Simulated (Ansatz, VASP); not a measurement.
**Cs15K8Li18F41 in two plane-wave programs**

One calculation is typed for both programs; each brings its own data sets. How far apart do they land? The structure shown is frame 70 of Ansatz's trajectory.

Main program and level: Ansatz 0.2.0; plane waves, with VASP 6.6.1 beside it; single point at revPBE.

## (1) Starting point

The cell holds 82 atoms: 15 Cs, 8 K, 18 Li and 41 F. Cell: a = 12.696 Å, b = 12.696 Å, c = 12.696 Å, α = 90.0°, β = 90.0°, γ = 90.0°.

## (2) Ansatz: dynamics, revPBE

Ansatz runs on its default PAW (the set named soft_2) files.

One frame of this run of dynamics is then solved in both programs, so the motion causes no difference.

The input, input.yaml:

```yaml
crystal:
  lattice:
    - [12.6958, 0.0, 0.0]
    - [0.0, 12.6958, 0.0]
    - [0.0, 0.0, 12.6958]
  atoms:
    - { symbol: Cs, position: [0.8061, 0.69491, 0.37248] }
    - { symbol: Cs, position: [0.06893, 0.15118, 0.53157] }
    - { symbol: Cs, position: [0.2667, 0.74351, 0.52176] }
    - { symbol: Cs, position: [0.46314, 0.77094, 0.8339] }
    - { symbol: Cs, position: [0.19355, 0.96492, 0.28318] }
    - { symbol: Cs, position: [0.26499, 0.74108, 0.12207] }
    - { symbol: Cs, position: [0.91987, 0.91029, 0.60621] }
    - { symbol: Cs, position: [0.13148, 0.95798, 0.93392] }
    - { symbol: Cs, position: [0.59235, 0.65651, 0.14823] }
    - { symbol: Cs, position: [0.68321, 0.97846, 0.4898] }
    - { symbol: Cs, position: [0.18518, 0.26855, 0.16161] }
    - { symbol: Cs, position: [0.67932, 0.30078, 0.49301] }
    - { symbol: Cs, position: [0.485, 0.1203, 0.76359] }
    - { symbol: Cs, position: [0.98765, 0.44273, 0.38931] }
    - { symbol: Cs, position: [0.71222, 0.94619, 0.11236] }
    - { symbol: K, position: [0.77151, 0.36302, 0.09253] }
    - { symbol: K, position: [0.82945, 0.12794, 0.86372] }
    - { symbol: K, position: [0.0236, 0.51611, 0.0611] }
    - { symbol: K, position: [0.16027, 0.50407, 0.61354] }
    - { symbol: K, position: [0.57467, 0.74688, 0.51669] }
    - { symbol: K, position: [0.44953, 0.17816, 0.26601] }
    - { symbol: K, position: [0.10935, 0.3203, 0.87305] }
    - { symbol: K, position: [0.5835, 0.45307, 0.84338] }
    - { symbol: Li, position: [0.85348, 0.80434, 0.82697] }
    - { symbol: Li, position: [0.62162, 0.22317, 0.97162] }
    - { symbol: Li, position: [0.93351, 0.93103, 0.26384] }
    - { symbol: Li, position: [0.4356, 0.98813, 0.04656] }
    - { symbol: Li, position: [0.25989, 0.56135, 0.86802] }
    - { symbol: Li, position: [0.96558, 0.78166, 0.07498] }
    - { symbol: Li, position: [0.94075, 0.168, 0.09624] }
    - { symbol: Li, position: [0.35766, 0.97377, 0.54896] }
    - { symbol: Li, position: [0.92917, 0.49908, 0.80422] }
    - { symbol: Li, position: [0.84521, 0.18797, 0.27036] }
    - { symbol: Li, position: [0.78111, 0.60393, 0.67544] }
    - { symbol: Li, position: [0.88161, 0.30295, 0.64412] }
    - { symbol: Li, position: [0.42077, 0.4558, 0.04836] }
    - { symbol: Li, position: [0.02256, 0.696, 0.86684] }
    - { symbol: Li, position: [0.30282, 0.54064, 0.35536] }
    - { symbol: Li, position: [0.40564, 0.26722, 0.47994] }
    - { symbol: Li, position: [0.48269, 0.8549, 0.28405] }
    - { symbol: Li, position: [0.45333, 0.51324, 0.61477] }
    - { symbol: F, position: [0.54405, 0.58785, 0.97053] }
    - { symbol: F, position: [0.41617, 0.93453, 0.39771] }
    - { symbol: F, position: [0.97256, 0.31843, 0.18353] }
    - { symbol: F, position: [0.02733, 0.83807, 0.79987] }
    - { symbol: F, position: [0.3062, 0.52347, 0.1563] }
    - { symbol: F, position: [0.55013, 0.35067, 0.04924] }
    - { symbol: F, position: [0.47149, 0.83988, 0.11956] }
    - { symbol: F, position: [0.83002, 0.74337, 0.16236] }
    - { symbol: F, position: [0.78873, 0.5128, 0.22535] }
    - { symbol: F, position: [0.89043, 0.26383, 0.46545] }
    - { symbol: F, position: [0.06079, 0.85823, 0.18478] }
    - { symbol: F, position: [0.55399, 0.08421, 0.99387] }
    - { symbol: F, position: [0.38054, 0.72936, 0.33835] }
    - { symbol: F, position: [0.19057, 0.9889, 0.51765] }
    - { symbol: F, position: [0.47863, 0.89115, 0.63948] }
    - { symbol: F, position: [0.50521, 0.37486, 0.6096] }
    - { symbol: F, position: [0.88024, 0.9861, 0.40873] }
    - { symbol: F, position: [0.45792, 0.13427, 0.53584] }
    - { symbol: F, position: [0.67027, 0.15714, 0.34253] }
    - { symbol: F, position: [0.30803, 0.59809, 0.72233] }
    - { symbol: F, position: [0.03744, 0.32694, 0.67727] }
    - { symbol: F, position: [0.62679, 0.82123, 0.30936] }
    - { symbol: F, position: [0.93042, 0.41015, 0.91875] }
    - { symbol: F, position: [0.88809, 0.66796, 0.76474] }
    - { symbol: F, position: [0.35659, 0.52339, 0.49215] }
    - { symbol: F, position: [0.09401, 0.69922, 0.00118] }
    - { symbol: F, position: [0.30333, 0.30424, 0.35276] }
    - { symbol: F, position: [0.66618, 0.22884, 0.81868] }
    - { symbol: F, position: [0.13819, 0.58114, 0.42831] }
    - { symbol: F, position: [0.82484, 0.44252, 0.6834] }
    - { symbol: F, position: [0.95969, 0.07729, 0.22465] }
    - { symbol: F, position: [0.03381, 0.17504, 0.95641] }
    - { symbol: F, position: [0.31303, 0.08001, 0.14166] }
    - { symbol: F, position: [0.34623, 0.92987, 0.91319] }
    - { symbol: F, position: [0.31283, 0.40866, 0.93878] }
    - { symbol: F, position: [0.11061, 0.56242, 0.82219] }
    - { symbol: F, position: [0.86235, 0.87848, 0.96616] }
    - { symbol: F, position: [0.79019, 0.16277, 0.04891] }
    - { symbol: F, position: [0.81659, 0.09031, 0.64695] }
    - { symbol: F, position: [0.59602, 0.61077, 0.68034] }
    - { symbol: F, position: [0.77119, 0.74744, 0.58167] }
kpoints:
  mp_grid: { grid: [1, 1, 1] }
hamiltonian:
  xc: revpbe
scf:
  occupations: { method: fermi_dirac, width: 0.078 }
output:
  forces: true
md:
  timestep: 1.0
  n_steps: 210
  ensemble: nvt_nose_hoover
  temperature: 900
  initial_velocities: maxwell_boltzmann
  seed: 2139
```

Started as:

```console
$ ansatz run input.yaml --threads 4 --pin off --max-ram 8192MiB --backend cpu --events-out ev --progress --plain --runs-dir out
```

Numbers of over 12 decimals in the logs are rounded to 6 here.

The log of the run:

```text
Warning: md: disabling space-group detection — thermal motion breaks the input geometry's symmetry, so no spatial operation reduces the k-mesh or symmetrises the density; time reversal is kept, so that k and −k are solved as one point where they differ and the mesh holds both, and exact exchange and, on two spinor components, a DFT+U term hold to it where the run has them: on two components no moment then forms, and  [...]
Engine: ansatz 0.2.0, aarch64-unknown-linux-gnu
Pseudopotentials: kind: paw
Pseudopotential: Cs, paw, valence charge 9, recommended cutoff 420 eV (normal), Cs.paw.azcp
Pseudopotential: K, paw, valence charge 9, recommended cutoff 420 eV (normal), K.paw.azcp
Pseudopotential: Li, paw, valence charge 3, recommended cutoff 420 eV (normal), Li.paw.azcp
Pseudopotential: F, paw, valence charge 7, recommended cutoff 420 eV (normal), F.paw.azcp
Functional definition: revPBE
  parameter kappa = 1.245
  parameter beta = 0.066725
  exchange = pbe_x(kappa = kappa, mu = beta*pi^2/3)
  correlation = pbe_c(beta = beta)
Crystal: 82 atoms, lattice volume = 2046.351 Å³
Basis set: ecut = 420 eV, 40099 PW (Γ), exchange–correlation on 180×180×180 points (8 copies of the dense FFT grid, shifted against one another)
Bands: 356, of which v1, the nominal top of the filled ones, is band 274 counted from 1 (273 counted from 0)
Symmetry: 1 space group operations
k-points: 1
Non-local potential: Cs, projectors of the file, l = 0: 3, l = 1: 2, l = 2: 2, l = 3: 2
Non-local potential: K, projectors of the file, l = 0: 3, l = 1: 2, l = 2: 2
Non-local potential: Li, projectors of the file, l = 0: 3, l = 1: 2, l = 2: 1
Non-local potential: F, projectors of the file, l = 0: 2, l = 1: 2, l = 2: 1
PAW form: soft (Blöchl's): semilocal exchange-correlation on the pseudo side does not see the compensation charge
PAW frozen core: Cs, regenerated for the run's functional, and the local potential with it (the file was generated under x = pbe(κ = 0.804, μ = 0.219515), c = pbe(β = 0.066725))
PAW frozen core: K, regenerated for the run's functional, and the local potential with it (the file was generated under x = pbe(κ = 0.804, μ = 0.219515), c = pbe(β = 0.066725))
PAW frozen core: F, regenerated for the run's functional, and the local potential with it (the file was generated under x = pbe(κ = 0.804, μ = 0.219515), c = pbe(β = 0.066725))
PAW one-centre angular grid: Cs, 194 points (default); XC on 64 Gauss nodes
PAW one-centre angular grid: K, 110 points (default); XC on 64 Gauss nodes
PAW one-centre angular grid: Li, 110 points (default); XC on 64 Gauss nodes
PAW one-centre angular grid: F, 110 points (default); XC on 64 Gauss nodes
Initial density: superposition of atomic densities (neutral atoms: chi_scale 0, normalization atom), corrected by the library's trained network
Initial wavefunctions: pseudopotential atomic-orbital guess
Functional: x = revpbe(κ = 1.245, μ = 0.219515), c = pbe(β = 0.066725)
SCF iter   1: F=—  HF=-134486.362415 eV  |F-HF|=—  |Δ(HF+E_count)|=         —  Δρ=3.64e-3  dr2=2.97e-1  ethr=1.77e-3  ⟨swp⟩=7.0  Hψ=1686  notcnv=0  defer=46
preconditioner: auto → Resta (q_TF=auto, 2.190 Å⁻¹)  ε∞=2.6  [insulator: Δε(μ)=4.011 eV  Ē_g=14.492 eV  σ=0.078 eV  W_gap=1.00  n_scr=364 (ndim 8)  ℏωp=18.2 eV  f_vac=0.254  D(μ)=0.00/eV (n_scr^D=0)  ε∞_Penn≈2.6]
SCF iter   2: F=—  HF=-134486.310227 eV  |F-HF|=—  |Δ(HF+E_count)|=   5.22e-2  Δρ=2.07e-3  dr2=4.44e-2  ethr=5.43e-5  ⟨swp⟩=2.0  Hψ=661  notcnv=0  defer=77
SCF iter   3: F=—  HF=-134486.306053 eV  |F-HF|=—  |Δ(HF+E_count)|=   4.17e-3  Δρ=6.99e-4  dr2=1.45e-2  ethr=8.10e-6  ⟨swp⟩=2.0  Hψ=528  notcnv=0  defer=77
SCF iter   4: F=—  HF=-134486.306960 eV  |F-HF|=—  |Δ(HF+E_count)|=   9.07e-4  Δρ=3.86e-4  dr2=3.87e-3  ethr=2.65e-6  ⟨swp⟩=2.0  Hψ=403  notcnv=0  defer=77
SCF iter   5: F=—  HF=-134486.306640 eV  |F-HF|=—  |Δ(HF+E_count)|=   3.20e-4  Δρ=1.29e-4  dr2=4.15e-4  ethr=7.05e-7  ⟨swp⟩=2.0  Hψ=532  notcnv=0  defer=77
SCF iter   6: F=—  HF=-134486.306541 eV  |F-HF|=—  |Δ(HF+E_count)|=   9.90e-5  Δρ=2.40e-5  dr2=1.94e-5  ethr=7.58e-8  ⟨swp⟩=2.0  Hψ=524  notcnv=0  defer=77
SCF iter   7: F=—  HF=-134486.306919 eV  |F-HF|=—  |Δ(HF+E_count)|=   3.79e-4  Δρ=1.95e-5  dr2=5.41e-6  ethr=3.55e-9  ⟨swp⟩=2.0  Hψ=630  notcnv=0  defer=77
SCF iter   8: F=—  HF=-134486.306919 eV  |F-HF|=—  |Δ(HF+E_count)|=   5.63e-7  Δρ=4.83e-6  dr2=3.91e-7  ethr=9.87e-10  ⟨swp⟩=2.0  Hψ=527  notcnv=0  defer=77
[...]
md step   204: t =   204.00 fs  T =   919.4 K  F+E_penalty+E_count = -134488.79803450 eV  E_kin = 9.626482 eV  conserved = -134476.88528880 eV  (3 SCF iters)
[...]
md step   205: t =   205.00 fs  T =   932.2 K  F+E_penalty+E_count = -134488.92859813 eV  E_kin = 9.760122 eV  conserved = -134476.88560954 eV  (3 SCF iters)
[...]
md step   206: t =   206.00 fs  T =   945.3 K  F+E_penalty+E_count = -134489.06254323 eV  E_kin = 9.897019 eV  conserved = -134476.88598512 eV  (3 SCF iters)
[...]
md step   207: t =   207.00 fs  T =   958.1 K  F+E_penalty+E_count = -134489.19367091 eV  E_kin = 10.030955 eV  conserved = -134476.88640483 eV  (3 SCF iters)
[...]
md step   208: t =   208.00 fs  T =   969.9 K  F+E_penalty+E_count = -134489.31516104 eV  E_kin = 10.155102 eV  conserved = -134476.88684547 eV  (3 SCF iters)
[...]
md step   209: t =   209.00 fs  T =   980.2 K  F+E_penalty+E_count = -134489.41997973 eV  E_kin = 10.262430 eV  conserved = -134476.88727050 eV  (3 SCF iters)
[...]
md step   210: t =   210.00 fs  T =   988.2 K  F+E_penalty+E_count = -134489.50137800 eV  E_kin = 10.346187 eV  conserved = -134476.88765254 eV  (8 SCF iters)
SCF converged after 8 iterations
Free energy (F): -134489.501378 eV
Harris-Foulkes:  -134489.501378 eV  (|F-HF|=1.83e-9)
Internal energy: -134489.501378 eV  (E = F + TS)
E sigma→0 (E₀):  -134489.501378 eV
Fermi energy:    2.714425 eV
--- Per-component energies (eV) ---
  E_band       = -5312.803092
  E_kinetic    = 13077.599429
  E_local      = -46248.313483  (includes V_loc(G=0)·N_el)
  E_nonlocal   = 2919.173302
  E_hartree    = 18052.224840
  E_xc         = -7239.231361
  E_vxc        = -7725.919520  (∫ρ·V_xc dr)
  E_paw        = -91014.386210  (= ΣΔE_a)
  E_vpaw       = -3439.874605  (= ΣTr[D̂ρ^β])
  E_aug_tail   = 0.084857  (compensation charges beyond the density's cutoff)
  E_ewald      = -24035.128084
  E_core_change = -1.524669  (= ΣΔE_core)
  E_smearing   = -0.000000  (= −TS)
  E_closure    = -0.000000  (closes the sum)
  Σ components = -134489.501378   (vs F -134489.501378, Δ=0.00e0)
--- Forces (eV/Å), atoms counted from 1 ---
  atom   1  Cs     0.18246605     0.06802470    -0.22992562
  atom   2  Cs    -0.86831872     0.14930891     0.02670671
  atom   3  Cs     0.00669318    -0.44666956    -0.28195083
  atom   4  Cs     0.24765130    -0.03892034    -0.08972035
  atom   5  Cs    -0.02782150    -0.25475928     0.12575430
  atom   6  Cs     0.09946081    -0.11230215     0.37115081
  atom   7  Cs     0.01410774    -0.11671671    -0.20130917
  atom   8  Cs     0.76266678    -0.79369638     0.01091537
  atom   9  Cs    -0.08587573    -0.16550154    -0.59919989
  atom  10  Cs    -0.05570469    -0.30961099     0.42931141
  atom  11  Cs    -0.26240007    -0.07559188    -0.52518141
  atom  12  Cs     0.10276798     0.23162682    -0.38329290
  atom  13  Cs    -0.14876868    -0.31741788    -0.21431449
  atom  14  Cs     0.02389309    -0.11676485    -0.27291756
  atom  15  Cs     0.20082974    -0.09887109     0.10207555
  atom  16  K     -0.52193630    -0.25436559     0.40825507
  atom  17  K     -0.20463194    -0.19733862     0.01265021
  atom  18  K     -0.24239265    -0.26400549     0.09611151
  atom  19  K      0.66073993     0.59978025     0.08196657
  atom  20  K     -0.29557061     0.31183135    -0.05941033
  atom  21  K      0.33595416    -0.36749329    -0.24387982
  atom  22  K      0.17830909     0.27503775    -0.03704544
  atom  23  K      0.05904678     0.27774143     0.32600707
  atom  24  Li    -1.70264264    -0.22378309    -0.79061681
[...]
atom  75  F     -0.61383372    -0.29752289    -0.04911860
  atom  76  F     -0.07666808    -0.70449638     0.31861290
  atom  77  F     -0.29981281    -0.46806856     0.01997766
  atom  78  F     -0.05359276     0.56796661    -0.20881441
  atom  79  F      0.77483626     0.14489711    -0.52931438
  atom  80  F      0.07079638     0.62622742     0.04150000
  atom  81  F      0.28280983     0.01276325     0.14358561
  atom  82  F     -0.13945282    -0.28755491    -0.05128093
  max |Σ_I F_I| component: 6.33e-5 eV/Å
--- MD trajectory: 210 steps, t = 0.0 → 210.0 fs ---
  final state: T = 988.2 K   F+E_penalty+E_count = -134489.50137800 eV   E_kin = 10.346187 eV
  conserved energy: peak-to-peak 4.544e-3 eV (5.541e-5 eV/atom) over 210.0 fs
```

(Continued in part 2 of 2.)

[Lines on the potential files, build, host, timing and source positions are cut from VASP's logs without a mark.]

[Logs are printed without paths, hosts, clocks, repeated set-up lines and the standing remarks that a program may print on its own settings, such as how far it seeks lower states.]

[Hosts, paths, dates, database ids (printed as entryN), source tags and the programs' standing remarks are cut or masked in the printed files.]
